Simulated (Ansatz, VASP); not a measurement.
## Cross-check of Tl2Te between VASP and Ansatz

One calculation is typed for both programs; each brings its own data sets. How far apart do they land? The cell is generated by rule, not measured, and may not be a known phase. Of the first pair: The cell is taken from a series of runs on this material, whose earlier steps may have relaxed, scaled, displaced or heated it; both programs get it as it stands.

Program: Ansatz 0.2.0. Level of theory: plane waves, with VASP 6.6.1 beside it; relaxation of cell and atoms at LDA. Results are calculated unless marked as measured.

## (1) Starting point

It takes space group Fm-3m (No. 225, cubic). The conventional cell has a = 7.558 Å, b = 7.558 Å, c = 7.558 Å, α = 90.00°, β = 90.00°, γ = 90.00°. Nearest to Te lie 8 Tl at 3.27 Å. Nearest to Tl lie 4 Te at 3.27 Å. Farther neighbours and most contacts between anions are not listed.

## (2) Ansatz: relaxation of cell and atoms, LDA, pair 1

Ansatz runs on norm-conserving files, of PseudoDojo where its log says so.

The relaxed volume is the usual yardstick between codes: in a stiff, nearly cubic crystal its relative difference is about their pressure difference at one cell divided by the bulk modulus.

input.yaml

```yaml
crystal:
  lattice:
    - [0.0, 3.778966539, 3.778966539]
    - [3.778966539, 0.0, 3.778966539]
    - [3.778966539, 3.778966539, 0.0]
  atoms:
    - { symbol: Te, position: [0.0, 0.0, 0.0] }
    - { symbol: Tl, position: [0.25, 0.25, 0.25] }
    - { symbol: Tl, position: [0.75, 0.75, 0.75] }
kpoints:
  mp_grid: { grid: [8, 8, 8] }
hamiltonian:
  xc: lda
  pseudopotentials: { kind: nc, accuracy: standard }
scf:
  occupations: { method: gaussian, width: 0.02 }
output:
  forces: true
  stress: true
  eigenvalues: true
relax:
  adjacent_minimum: "off"
  f_tol: 0.003
  max_steps: 80
  cell: { stress_tol: 0.03 }
```

Started as:

```bash
$ ansatz run input.yaml --threads 4 --pin off --max-ram 8192MiB --backend cpu --events-out ev --progress --plain --runs-dir out
```

Numbers of over 12 decimals in the logs are rounded to 6 here.

What it wrote:

```text
Engine: ansatz 0.2.0, aarch64-unknown-linux-gnu
Pseudopotentials: kind: nc
Pseudopotential: Te, nc, valence charge 16, recommended cutoff 1120 eV (normal), Te.nc.azcp (PseudoDojo's, or run here from an input of PseudoDojo's; its table is named by hamiltonian.pseudopotentials.accuracy)
Pseudopotential: Tl, nc, valence charge 13, recommended cutoff 843.552974 eV (normal), Tl.nc.azcp (PseudoDojo's, or run here from an input of PseudoDojo's; its table is named by hamiltonian.pseudopotentials.accuracy)
Functional definition: SPW92
  exchange = slater_x
  correlation = pw_c
Crystal: 3 atoms, lattice volume = 107.932 Å³
Basis set: ecut = 1120 eV, 9257 PW (Γ)
Bands: 26, of which v1, the nominal top of the filled ones, is band 21 counted from 1 (20 counted from 0)
Symmetry: 48 space group operations
Space group: Fm-3m (ITA 225), of the structure as read, at distance tolerance 4.8e-5 Å
k-points: 29 of 512
Non-local potential: Te, projectors of the file, l = 0: 3, l = 1: 2, l = 2: 2, l = 3: 2
Non-local potential: Tl, projectors of the file, l = 0: 2, l = 1: 2, l = 2: 2
Initial density: superposition of atomic densities (chi_scale 0.1, normalization cell, long waves kept (reshape's long-wave potential 0.00 eV rms))
Initial wavefunctions: pseudopotential atomic-orbital guess
Functional: x = slater, c = lda
SCF iter   1: F=—  HF=-6147.953575 eV  |F-HF|=—  |Δ(HF+E_count)|=         —  Δρ=1.84e-2  dr2=6.59e-1  ethr=3.10e-3  ⟨swp⟩=6.1  Hψ=3357  notcnv=0
preconditioner: auto → none  [insulator: Δε(μ)=0.232 eV  Ē_g=11.978 eV  σ=0.020 eV  W_gap=1.00  n_scr=14 (ndim 8)  ℏωp=20.2 eV  f_vac=0.066  D(μ)=0.00/eV (n_scr^D=0)  ε∞_Penn≈3.8]
SCF iter   2: F=—  HF=-6147.747365 eV  |F-HF|=—  |Δ(HF+E_count)|=   2.06e-1  Δρ=6.49e-3  dr2=1.31e-1  ethr=1.57e-3  ⟨swp⟩=3.0  Hψ=2053  notcnv=0  defer=29
SCF iter   3: F=—  HF=-6147.710856 eV  |F-HF|=—  |Δ(HF+E_count)|=   3.65e-2  Δρ=2.82e-3  dr2=9.67e-3  ethr=3.13e-4  ⟨swp⟩=3.0  Hψ=1101  notcnv=0  defer=29
SCF iter   4: F=—  HF=-6147.707604 eV  |F-HF|=—  |Δ(HF+E_count)|=   3.25e-3  Δρ=4.61e-4  dr2=1.95e-4  ethr=2.30e-5  ⟨swp⟩=2.1  Hψ=1353  notcnv=0  defer=28
SCF iter   5: F=—  HF=-6147.707612 eV  |F-HF|=—  |Δ(HF+E_count)|=   8.45e-6  Δρ=1.35e-4  dr2=8.76e-6  ethr=4.63e-7  ⟨swp⟩=2.4  Hψ=1227  notcnv=0  defer=28
SCF iter   6: F=—  HF=-6147.707822 eV  |F-HF|=—  |Δ(HF+E_count)|=   2.10e-4  Δρ=1.35e-5  dr2=1.18e-7  ethr=2.09e-8  ⟨swp⟩=2.3  Hψ=1345  notcnv=0  defer=28
SCF iter   7: F=-6147.707822 eV  HF=-6147.707822 eV  |F-HF|=9.80e-10  |Δ(HF+E_count)|=   2.86e-8  Δρ=3.46e-6  dr2=2.62e-9  ethr=2.38e-10  ⟨swp⟩=11.6  Hψ=3974  notcnv=0
SCF 1 converged in 7 iterations: F = -6147.707822 eV  dr2 = 2.62e-9
relax step   1: F+E_penalty+E_count = -6147.70782230 eV  Δ(F+E_penalty+E_count) = +0.000e0 eV  max|allowed force component| = 1.850e-17 eV/Å  Δτ_max = 0.0000 Å  P = -0.211 GPa  Ω = 107.932 Å³  (7 SCF iters, dr2 threshold 1.00e-7 eV, accepted)
[...]
relax step   2: F+E_penalty+E_count = -6147.70839431 eV  Δ(F+E_penalty+E_count) = -5.720e-4 eV  max|allowed force component| = 2.868e-16 eV/Å  Δτ_max = 0.0000 Å  P = -0.043 GPa  Ω = 107.261 Å³  energy of the carried Pulay correction = +3.955e-5 eV  (4 SCF iters, dr2 threshold 1.11e-7 eV, accepted)
[...]
relax step   3: F+E_penalty+E_count = -6147.70842636 eV  Δ(F+E_penalty+E_count) = -3.205e-5 eV  max|allowed force component| = 2.591e-16 eV/Å  Δτ_max = 0.0000 Å  P = +0.001 GPa  Ω = 107.093 Å³  energy of the carried Pulay correction = +4.953e-5 eV  (4 SCF iters, dr2 threshold 4.52e-9 eV, accepted)
[...]
relax step   4: F+E_penalty+E_count = -6147.70837699 eV  Δ(F+E_penalty+E_count) = +4.937e-5 eV  max|allowed force component| = 2.683e-16 eV/Å  Δτ_max = 0.0000 Å  P = +0.000 GPa  Ω = 107.093 Å³  stress off target by 4.02e-4 GPa  SCF on the basis re-selected at this cell (its energy is not comparable with the rows above)  (4 SCF iters)
basis re-selected at this cell: Δ(F+E_penalty+E_count) = +4.937e-5 eV, ΔP = -0.000 GPa vs the last step (what re-selecting the basis moved, of the pressure what is left beyond the Pulay correction that the steps carried, after the strain that the cell walked since its last selection, with what the two solves' SCF thresholds leave and, on support functions, any second-order correction that the steps lacked; it is no m [...]
SCF converged after 4 iterations
Free energy (F): -6147.708377 eV
Harris-Foulkes:  -6147.708377 eV  (|F-HF|=4.55e-12)
Internal energy: -6147.708377 eV  (E = F + TS)
E sigma→0 (E₀):  -6147.708377 eV
Fermi energy:    7.954047 eV
--- Per-component energies (eV) ---
  E_band       = -323.031899
  E_kinetic    = 3246.509926
  E_local      = -4279.322268  (includes V_loc(G=0)·N_el)
  E_nonlocal   = -1354.222669
  E_hartree    = 1518.388984
  E_xc         = -1688.891147
  E_vxc        = -972.774888  (∫ρ·V_xc dr)
  E_ewald      = -3590.171203
  E_smearing   = -0.000000  (= −TS)
  E_closure    = -0.000000  (closes the sum)
  Σ components = -6147.708377   (vs F -6147.708377, Δ=0.00e0)
--- Forces (eV/Å), atoms counted from 1 ---
  atom   1  Te     0.00000000    -0.00000000     0.00000000
  atom   2  Tl    -0.00000000    -0.00000000    -0.00000000
  atom   3  Tl     0.00000000     0.00000000     0.00000000
  max |Σ_I F_I| component: 9.25e-17 eV/Å
--- Stress (GPa, compression-positive) ---
        0.000402      -0.000000      -0.000000
       -0.000000       0.000402      -0.000000
       -0.000000      -0.000000       0.000402
  P = ⅓ Tr σ = 0.0004 GPa (0.004 kbar)
--- Band table (eV; the first three rows and the last of 29) ---
  k-point 0: bands = [... 17 lower, 3.9251, 5.9142, 5.9142, 5.9142, 8.2666, 8.2666, 8.2666, 12.3116, ... 1 higher]
  k-point 1: bands = [... 17 lower, 3.6391, 5.7930, 5.7930, 5.9655, 8.4739, 8.4739, 8.9829, 11.8845, ... 1 higher]
  k-point 2: bands = [... 17 lower, 3.0092, 5.5615, 5.5615, 6.4990, 8.8553, 8.8553, 10.0362, 11.7049, ... 1 higher]
  k-point 28: bands = [... 17 lower, 1.2583, 4.1724, 6.7525, 6.7525, 8.6278, 9.5883, 12.0034, 12.0034, ... 1 higher]
--- Relaxed structure (3 steps of the walk, 3 accepted, 1 SCFs on fresh bases) ---
  F+E_penalty+E_count = -6147.70837699 eV   max|allowed force component| = 2.683e-16 eV/Å   (the final SCF, on the basis selected at the relaxed cell)
  cell:  # Å, volume = 107.0925 Å³
    - [0, 3.769147, 3.769147]
    - [3.769147, 0, 3.769147]
    - [3.769147, 3.769147, 0]
  atoms:
    - { symbol: Te, position: [0, 0, 0] }
    - { symbol: Tl, position: [0.25, 0.25, 0.25] }
    - { symbol: Tl, position: [0.750000, 0.750000, 0.750000] }
```

In the SCF lines HF is the Harris–Foulkes energy and dr2 the Hartree energy of the density residual, in eV; the loop may stop once dr2 is under the threshold and the program's other checks hold. Hψ counts applications of the Hamiltonian.

## (3) VASP: relaxation of cell and atoms, LDA, pair 1

The same cell, functional (in two slightly different forms), mesh and smearing now go to VASP, with its own data sets.

Lines of VASP's logs that name or quote its potential files are left out, and so is its time.

INCAR

```
SYSTEM = Tl2Te
PREC = Accurate
ENCUT = 500
EDIFF = 1E-07
NELM = 120
ISMEAR = 0
SIGMA = 0.02
LREAL = .FALSE.
ALGO = Normal
GGA = CA
NBANDS = 22
LORBIT = 11
LWAVE = .FALSE.
LCHARG = .FALSE.
ISIF = 3
IBRION = 2
NSW = 80
EDIFFG = -0.005
LASPH = .TRUE.
GGA_COMPAT = .FALSE.
NELMIN = 4
EFERMI = MIDGAP
```

POSCAR

```
Tl2Te
1.0
    0.0000000000      3.7789670000      3.7789670000
    3.7789670000      0.0000000000      3.7789670000
    3.7789670000      3.7789670000      0.0000000000
Te Tl
1 2
Direct
    0.0000000000      0.0000000000      0.0000000000
    0.2499999338      0.2499999338      0.2499999338
    0.7499999338      0.7499999338      0.7499999338
```

KPOINTS

```
Automatic mesh
0
Gamma
8 8 8
0 0 0
```

Potentials, in the order of the species: Te and Tl_d (LDA family, release 64).

Started as:

```bash
$ mpirun -np 1 vasp_std
```

What it wrote:

```text
[banner, memory and clock lines left out]
running    1 mpi-ranks, on    1 nodes
 distrk:  each k-point on    1 cores,    1 groups
 distr:  one band on    1 cores,    1 groups

 POSCAR found type information on POSCAR TeTl
 POSCAR found :  2 types and       3 ions
 LDA part: xc-table for (Slater(with rela. corr.)+CA(PZ))
 , standard interpolation
 POSCAR, INCAR and KPOINTS ok, starting setup
 FFT: planning ... GRIDC
 FFT: planning ... GRID_SOFT
 FFT: planning ... GRID
 WAVECAR not read
 entering main loop
       N       E                     dE             d eps       ncg     rms          rms(c)
DAV:   1     0.148619949286E+03    0.14862E+03   -0.14995E+04  1292   0.123E+03
DAV:   2    -0.548756388497E+01   -0.15411E+03   -0.14806E+03  1480   0.259E+02
DAV:   3    -0.101231077438E+02   -0.46355E+01   -0.45458E+01  1518   0.372E+01
DAV:   4    -0.101856729931E+02   -0.62565E-01   -0.62519E-01  1392   0.447E+00
DAV:   5    -0.101868622334E+02   -0.11892E-02   -0.11892E-02  1486   0.659E-01    0.607E+00
DAV:   6    -0.100360974868E+02    0.15076E+00   -0.16906E-01  1306   0.311E+00    0.397E+00
DAV:   7    -0.100287922948E+02    0.73052E-02   -0.77552E-02  1330   0.151E+00    0.128E+00
DAV:   8    -0.100266589290E+02    0.21334E-02   -0.90154E-03  1288   0.699E-01    0.224E-01
DAV:   9    -0.100265784019E+02    0.80527E-04   -0.10074E-03  1346   0.196E-01    0.387E-02
DAV:  10    -0.100266107901E+02   -0.32388E-04   -0.97146E-05  1488   0.445E-02    0.255E-02
DAV:  11    -0.100266323193E+02   -0.21529E-04   -0.43554E-05  1332   0.407E-02    0.232E-02
DAV:  12    -0.100266307853E+02    0.15339E-05   -0.55383E-06  1360   0.155E-02    0.143E-02
DAV:  13    -0.100266307980E+02   -0.12665E-07   -0.91865E-07  1324   0.377E-03
   1 F= -.10026631E+02 E0= -.10026631E+02  d E =-.100266E+02
 curvature:   0.00 expect dE= 0.000E+00 dE for cont linesearch  0.000E+00
 trial: gam= 0.00000 g(F)=  0.219E-40 g(S)=  0.402E-03 ort = 0.000E+00 (trialstep = 0.100E+01)
 search vector abs. value=  0.402E-03
 bond charge predicted
       N       E                     dE             d eps       ncg     rms          rms(c)
DAV:   1    -0.100332140919E+02   -0.65833E-02   -0.11827E-01  1276   0.263E+00    0.486E-01
DAV:   2    -0.100276551899E+02    0.55589E-02   -0.11912E-02  1276   0.815E-01    0.149E-01
DAV:   3    -0.100268685428E+02    0.78665E-03   -0.29373E-03  1288   0.415E-01    0.112E-01
DAV:   4    -0.100268487815E+02    0.19761E-04   -0.81919E-05  1312   0.552E-02    0.524E-02
DAV:   5    -0.100268424099E+02    0.63717E-05   -0.25682E-05  1402   0.386E-02    0.155E-02
DAV:   6    -0.100268422348E+02    0.17500E-06   -0.14451E-06  1348   0.796E-03    0.792E-03
DAV:   7    -0.100268422117E+02    0.23195E-07   -0.11199E-07   716   0.285E-03
   2 F= -.10026842E+02 E0= -.10026842E+02  d E =-.211414E-03
 trial-energy change:   -0.000211  1 .order   -0.000213   -0.000402   -0.000025
 step:   1.0687(harm=  1.0664)  dis= 0.00000  next Energy=   -10.026843 (dE=-0.212E-03)
 reached required accuracy - stopping structural energy minimisation
```

OUTCAR, selected parts (step 3):

```text
ion  position               nearest neighbor table
   1  0.000  0.000  0.000-   2 3.27   3 3.27   3 3.27   3 3.27   2 3.27   2 3.27   2 3.27   3 3.27

  LATTYP: Found a face centered cubic cell.
 ALAT       =     7.5579340000

 Subroutine GETGRP returns: Found 48 space group operations
 (whereof 48 operations were pure point group operations)

The static configuration has the point symmetry O_h .

 Found     29 irreducible k-points:

   k-points           NKPTS =     29   k-points in BZ     NKDIM =     29   number of bands    NBANDS=     22

   dimension x,y,z NGX =    40 NGY =   40 NGZ =   40
   dimension x,y,z NGXF=    80 NGYF=   80 NGZF=   80

   ENCUT  =  500.0 eV  36.75 Ry    6.06 a.u.   9.74  9.74  9.74*2*pi/ulx,y,z

   NELECT =      32.0000    total number of electrons

 k-points in reciprocal lattice and weights: Automatic mesh
   0.00000000  0.00000000  0.00000000       0.002
   0.12500000  0.00000000  0.00000000       0.016
   0.25000000  0.00000000  0.00000000       0.016
   0.37500000  0.00000000  0.00000000       0.016
   0.50000000  0.00000000  0.00000000       0.008
   0.12500000  0.12500000  0.00000000       0.012
   0.25000000  0.12500000  0.00000000       0.047
   0.37500000  0.12500000  0.00000000       0.047
   0.50000000  0.12500000  0.00000000       0.047
[...]
-0.37500000  0.50000000  0.12500000       0.023
  -0.25000000  0.50000000  0.25000000       0.012

 average (electrostatic) potential at core
       1 -90.4978       2 -84.8800       3 -84.8800

 E-fermi :   4.7978

 k-point     1 :       0.0000    0.0000    0.0000
  band No.  band energies     occupation
    ...
     12      -0.8423      2.00000
     13       0.8230      2.00000
     14       2.7483      2.00000
     15       2.7483      2.00000
     16       2.7483      2.00000
     17       5.0967      0.00000
     18       5.0967      0.00000
     19       5.0967      0.00000
     20       9.1342      0.00000
     21       9.1342      0.00000
    ...

 k-point     2 :       0.1250    0.0000    0.0000
  band No.  band energies     occupation
    ...
     12      -1.0411      2.00000
     13       0.5325      2.00000
     14       2.6276      2.00000
     15       2.6276      2.00000
     16       2.8060      2.00000
     17       5.3032      0.00000
     18       5.3032      0.00000
     19       5.8128      0.00000
     20       8.7133      0.00000
     21       8.7841      0.00000
    ...

 k-point     3 :       0.2500    0.0000    0.0000
  band No.  band energies     occupation
    ...
     12      -1.5269      2.00000
     13      -0.1022      2.00000
     14       2.3972      2.00000
     15       2.3972      2.00000
     16       3.3507      2.00000
     17       5.6834      0.00000
     18       5.6834      0.00000
     19       6.8638      0.00000
     20       8.5233      0.00000
     21       8.5233      0.00000
    ...

  Total       -0.0056815     -0.0056815     -0.0056815      0.0000000      0.0000000      0.0000000
  in kB       -0.0847102     -0.0847102     -0.0847102      0.0000000      0.0000000      0.0000000
  external PRESSURE =      -0.0847102 kB  Pullay stress =       0.0000000 kB

  energy-cutoff  :      500.00
  volume of cell :      107.46
      direct lattice vectors                 reciprocal lattice vectors
     0.000000000  3.773421496  3.773421496    -0.132505738  0.132505738  0.132505738
     3.773421496  0.000000000  3.773421496     0.132505738 -0.132505738  0.132505738
     3.773421496  3.773421496  0.000000000     0.132505738  0.132505738 -0.132505738

 POSITION                                       TOTAL-FORCE (eV/Angst)
 -----------------------------------------------------------------------------------
      3.77342      3.77342      0.00000        -0.000000     -0.000000     -0.000000
      1.88671      1.88671      1.88671         0.000000      0.000000      0.000000
      5.66013      5.66013      5.66013        -0.000000     -0.000000     -0.000000
 -----------------------------------------------------------------------------------
    total drift:                                0.000704      0.000704      0.000704

  FREE ENERGIE OF THE ION-ELECTRON SYSTEM (eV)
  ---------------------------------------------------
  free  energy   TOTEN  =       -10.0268422117 eV

  energy  without entropy=      -10.0268422117  energy(sigma->0) =      -10.02684221

 reached required accuracy - stopping structural energy minimisation

 total charge
# of ion       s       p       d       tot
------------------------------------------
    1        1.416   1.932   0.024   3.372
    2        1.253   0.299   9.641  11.193
    3        1.253   0.299   9.641  11.193
--------------------------------------------------
tot          3.922   2.530  19.305  25.758

[... 3 further parts left out ...]
```

CONTCAR:

```
Tl2Te
   1.00000000000000
     0.0000000000000000    3.7734214957278951    3.7734214957278951
     3.7734214957278951    0.0000000000000000    3.7734214957278951
     3.7734214957278951    3.7734214957278951    0.0000000000000000
  Te              Tl
     1     2
Direct
     0.0000000000000000    0.0000000000000000    1.0000000000000000
     0.2499999337999981    0.2499999337999981    0.2499999337999981
     0.7499999337999981    0.7499999337999981    0.7499999337999981
```

## (4) Differences

Known differences besides the potentials themselves: the two LDA forms differ slightly; the data sets hold 42 valence electrons in Ansatz (on norm-conserving files, of PseudoDojo where its log says so) and 32 in VASP; the cutoff is 1120 eV in Ansatz and 500 eV in VASP; VASP's log shows a relativistic correction to its local exchange, Ansatz's none; Ansatz adds a Pulay correction to the stress that steers its cell, VASP none. Total energies have different zeros and are not compared.

The two programs side by side:

```tsv
quantity	Ansatz	VASP	difference
volume (Å³)	107.09	107.46	-0.34 %
edge a after relaxation, in the typed setting (Å)	5.330	5.336	-0.11 %
```

[end of part 1 of 2]

[Lines on the potential files, build, host, timing and source positions are cut from VASP's logs without a mark.]

[Logs are printed without paths, hosts, clocks, repeated set-up lines and the standing remarks that a program may print on its own settings, such as how far it seeks lower states.]

[Hosts, paths, dates, database ids (printed as entryN), source tags and the programs' standing remarks are cut or masked in the printed files.]
